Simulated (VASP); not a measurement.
# NaTa (Pm-3m) in VASP: single point with r2SCAN

Aim: the single point of NaTa with r2SCAN.

All numbers are computed with VASP 6.6.1; they aren't measurements. Logs are shortened: lines on timing, memory, paths and dates and some standing lists are left out, and cuts for length are marked.

## Step 1: The structure

The structure is cubic, space group Pm-3m (No. 221). Conventional cell: a = 3.494 Å, b = 3.494 Å, c = 3.494 Å, α = 90.00°, β = 90.00°, γ = 90.00°. Na (site symmetry m-3m) is surrounded by 8 Ta at 3.03 Å. Ta (site symmetry m-3m) is surrounded by 8 Na at 3.03 Å.

The cell was built by a generator and needn't be a form met in nature.

## Step 2: Single point, r2SCAN

POSCAR

```
NaTa
1.0
    3.4936940000      0.0000000000      0.0000000000
    0.0000000000      3.4936940000      0.0000000000
    0.0000000000      0.0000000000      3.4936940000
Na Ta
1 1
Direct
    0.0000000000      0.0000000000      0.0000000000
    0.5000000000      0.5000000000      0.5000000000
```

INCAR.step1

```
  PREC = Accurate
  ENCUT = 520
  ISMEAR = -1
  SIGMA = 0.0735
  LREAL = False
  LASPH = True
  NELM = 100
  NBANDS = 16
  GGA = PE
  ALGO = Normal
  EDIFF = 1E-4
  LWAVE = True
  LCHARG = False
```

INCAR.step2

```
  PREC = Accurate
  ENCUT = 520
  EDIFF = 1E-6
  ISMEAR = -1
  SIGMA = 0.0735
  LREAL = False
  LASPH = True
  NELM = 100
  ALGO = Normal
  ISIF = 2
  LWAVE = False
  LCHARG = False
  METAGGA = R2SCAN
  LMIXTAU = True
  NBANDS = 16
  ISTART = 1
```

KPOINTS

```
regular mesh
0
Gamma
  10 10 10
```

Potentials or basis: VASP PAW PBE potentials, release 64 (Na_pv, Ta_pv).

The run is started by

```bash
$ cat potpaw_PBE.64/Na_pv/POTCAR potpaw_PBE.64/Ta_pv/POTCAR > POTCAR
$ cp INCAR.step1 INCAR
$ mpirun -np 1 vasp_std > vasp.out
$ cp INCAR.step2 INCAR
$ mpirun -np 1 vasp_std > vasp.out
```

OUTCAR:

```text
PREC = Accurate
   ENCUT = 520
   EDIFF = 1E-6
   ISMEAR = -1
   LREAL = False
   LASPH = True
   NELM = 100
   ISIF = 2
   METAGGA = R2SCAN
   ISTART = 1

 ion  position               nearest neighbor table
   1  0.000  0.000  0.000-   2 3.03   2 3.03   2 3.03   2 3.03   2 3.03   2 3.03   2 3.03   2 3.03

   2  0.500  0.500  0.500-   1 3.03   1 3.03   1 3.03   1 3.03   1 3.03   1 3.03   1 3.03   1 3.03

  LATTYP: Found a simple cubic cell.
 ALAT       =     3.4936940000

  Lattice vectors:

 A1 = (   3.4936940000,   0.0000000000,   0.0000000000)
 A2 = (   0.0000000000,   3.4936940000,   0.0000000000)
 A3 = (   0.0000000000,   0.0000000000,   3.4936940000)

Analysis of symmetry for initial positions (statically):
=====================================================================
 Subroutine PRICEL returns:
 Original cell was already a primitive cell.

 Routine SETGRP: Setting up the symmetry group for a
 simple cubic supercell.

 Subroutine GETGRP returns: Found 48 space group operations
 (whereof 48 operations were pure point group operations)
 out of a pool of 48 trial point group operations.

The static configuration has the point symmetry O_h .

Analysis of symmetry for dynamics (positions and initial velocities):
=====================================================================
 Subroutine PRICEL returns:
 Original cell was already a primitive cell.

 Routine SETGRP: Setting up the symmetry group for a
 simple cubic supercell.

 Subroutine GETGRP returns: Found 48 space group operations
 (whereof 48 operations were pure point group operations)
 out of a pool of 48 trial point group operations.

The dynamic configuration has the point symmetry O_h .

 Subroutine INISYM returns: Found 48 space group operations
 (whereof 48 operations are pure point group operations),
 and found     1 'primitive' translations

----------------------------------------------------------------------------------------

                                     Primitive cell

  volume of cell :      42.6437

  direct lattice vectors                    reciprocal lattice vectors
     3.493694000  0.000000000  0.000000000     0.286229990  0.000000000  0.000000000
     0.000000000  3.493694000  0.000000000     0.000000000  0.286229990  0.000000000
     0.000000000  0.000000000  3.493694000     0.000000000  0.000000000  0.286229990

  length of vectors
[... 81 lines left out ...]
   NELM   =    100;   NELMIN=  2; NELMDL=  0     # of ELM steps
   EDIFF  = 0.1E-05   stopping-criterion for ELM
   LREAL  =      F    real-space projection
   EDIFFG = 0.1E-04   stopping-criterion for IOM
   NSW    =      0    number of steps for IOM
   IBRION =     -1    ionic relax: 0-MD 1-quasi-New 2-CG
   NFREE  =      0    steps in history (QN), initial steepest desc. (CG)
   ISIF   =      2    stress and relaxation
   ISYM   =      2    0-nonsym 1-usesym 2-fastsym
   POTIM  = 0.5000    time-step for ionic-motion
   TEBEG  =    0.0;   TEEND  =   0.0 temperature during run
   PSTRESS=    0.0 pullay stress
   NELECT =      18.0000    total number of electrons
   NUPDOWN=      -1.0000    fix difference up-down
   EMIN   =  10.00;   EMAX   =-10.00  energy-range for DOS
   EFERMI =   0.00;   METHOD = LEGACY
   ISMEAR =    -1;   SIGMA  =   0.07  broadening in eV -4-tet -1-fermi 0-gaus
   EFERMI_NEDOS =   21; number of points for ismear=-14 and -15
   IALGO  =     38    algorithm
   IMIX   =      4    mixing-type and parameters
     AMIX     =   0.40;   BMIX     =  1.00
     AMIX_MAG =   1.60;   BMIX_MAG =  1.00
  volume/ion in A,a.u.               =      21.32       143.89
  Fermi-wavevector in a.u.,A,eV,Ry     =   1.228045  2.320668 20.518858  1.508094
  Thomas-Fermi vector in A             =   2.362985
   LORBIT       =      0    0 simple, 1 ext, 2 COOP (PROOUT), +10 PAW based schemes
   METAGGA = R2SCAN    functional components
   LHFCALC =     F    Hartree Fock is set to
   AEXX    =    0.0000 exact exchange contribution
   IVDW    =     0    specifies the selected vdW correction
   LEPSILON=     F    determine dielectric tensor
   LRPA    =     F    only Hartree local field effects (RPA)
 non-spin polarized calculation
  energy-cutoff  :      520.00
  volume of cell :       42.64
 maximum number of plane-waves:      1189
 NGX is ok and might be reduce to    28
   NGX = 13   NGY = 13   NGZ = 13

 number of electron      17.9999982 magnetization

 Free energy of the ion-electron system (eV)
  ---------------------------------------------------
  ext. energy  EPLUGINS =         0.00000000
  ---------------------------------------------------
  free energy    TOTEN  =       -48.62031015 eV

  energy without entropy =      -48.59878613  energy(sigma->0) =      -48.60954814

 E-fermi :   3.0082     XC(G=0): -10.8900

 val. band max:        2.9687896709   @ k =   0.5000   0.3000   0.2000
 cond. band min:       3.1082021377   @ k =   0.4000   0.3000   0.2000
 fundamental gap:      0.1394124668
 Fermi energy:         3.0081751684

 k-point     1 :       0.0000    0.0000    0.0000
  band No.  band energies     occupation
      1     -33.2510      2.00000
      2     -33.2510      2.00000
      3     -33.2510      2.00000
      4     -21.0473      2.00000
      5     -21.0473      2.00000
      6     -21.0473      2.00000
[... 433 lines left out ...]
      3     -33.2545      2.00000
      4     -21.0839      2.00000
      5     -21.0510      2.00000
      6     -21.0508      2.00000
[... 8 lines left out ...]
     15      11.8228      0.00000
     16      13.1926      0.00000

 [... further k-points ...]

------------------------ aborting loop because EDIFF is reached ----------------------------------------

  FORCE on cell =-STRESS in cart. coord.  units (eV):
  Direction    XX          YY          ZZ          XY          YZ          ZX
  --------------------------------------------------------------------------------------
  -------------------------------------------------------------------------------------
  Total       -1.4016488     -1.4016488     -1.4016488     -0.0000000     -0.0000000     -0.0000000
  in kB      -52.6617387    -52.6617387    -52.6617387     -0.0000000     -0.0000000     -0.0000000
  external PRESSURE =     -52.6617387 kB  Pullay stress =       0.0000000 kB

 VOLUME and BASIS-vectors are now :
 -----------------------------------------------------------------------------
  energy-cutoff  :      520.00
  volume of cell :       42.64
      direct lattice vectors                 reciprocal lattice vectors
     3.493694000  0.000000000  0.000000000     0.286229990  0.000000000  0.000000000
     0.000000000  3.493694000  0.000000000     0.000000000  0.286229990  0.000000000
     0.000000000  0.000000000  3.493694000     0.000000000  0.000000000  0.286229990

 POSITION                                       TOTAL-FORCE (eV/Angst)
 -----------------------------------------------------------------------------------
      0.00000      0.00000      0.00000         0.000000      0.000000      0.000000
      1.74685      1.74685      1.74685         0.000000      0.000000      0.000000
 -----------------------------------------------------------------------------------
    total drift:                               -0.000000      0.000000      0.000000

  FREE ENERGIE OF THE ION-ELECTRON SYSTEM (eV)
  ---------------------------------------------------
  free  energy   TOTEN  =       -48.6203101535 eV

  energy  without entropy=      -48.5987861335  energy(sigma->0) =      -48.60954814
```

OUTCAR.step1:

```text
PREC = Accurate
   ENCUT = 520
   ISMEAR = -1
   LREAL = False
   LASPH = True
[... 679 lines left out ...]
      0.00000      0.00000      0.00000         0.000000      0.000000      0.000000
      1.74685      1.74685      1.74685         0.000000      0.000000      0.000000
 -----------------------------------------------------------------------------------
    total drift:                               -0.000000      0.000000      0.000000

  FREE ENERGIE OF THE ION-ELECTRON SYSTEM (eV)
  ---------------------------------------------------
  free  energy   TOTEN  =        -9.7150586335 eV

  energy  without entropy=       -9.6846539283  energy(sigma->0) =       -9.69985628
```

OSZICAR.step1:

```text
N       E                     dE             d eps       ncg     rms          rms(c)
DAV:   1     0.132926268689E+03    0.13293E+03   -0.99843E+03  1832   0.122E+03
DAV:   2    -0.641671125058E+01   -0.13934E+03   -0.13569E+03  2064   0.337E+02
DAV:   3    -0.105010062389E+02   -0.40843E+01   -0.40392E+01  2104   0.567E+01
DAV:   4    -0.105492135934E+02   -0.48207E-01   -0.48185E-01  2176   0.670E+00
DAV:   5    -0.105500549963E+02   -0.84140E-03   -0.84139E-03  2168   0.848E-01    0.643E+00
DAV:   6    -0.978657353557E+01    0.76348E+00   -0.14779E+00  1944   0.797E+00    0.201E+00
DAV:   7    -0.971894965022E+01    0.67624E-01   -0.25176E-01  2064   0.295E+00    0.581E-01
DAV:   8    -0.971524767586E+01    0.37020E-02   -0.10757E-02  2176   0.103E+00    0.154E-01
DAV:   9    -0.971507236586E+01    0.17531E-03   -0.10168E-03  2232   0.303E-01    0.723E-02
DAV:  10    -0.971505863345E+01    0.13732E-04   -0.77224E-05  1016   0.118E-01
   1 F= -.97150586E+01 E0= -.96998563E+01  d E =-.304047E-01
```

Run time: 62 s. Hardware: 1 thread of Intel Xeon 6975P-C (Granite Rapids), shared host; peak memory 0.19 GiB.

Results:

| Item | Value |
| --- | --- |
| Free energy | -48.6203 eV |
| Pressure | -5.3 GPa |
| Band gap on the k mesh | none (metal or under the smearing width) |

Caveat: the PAW data sets were made with another functional, which shifts forces and pressure a little.
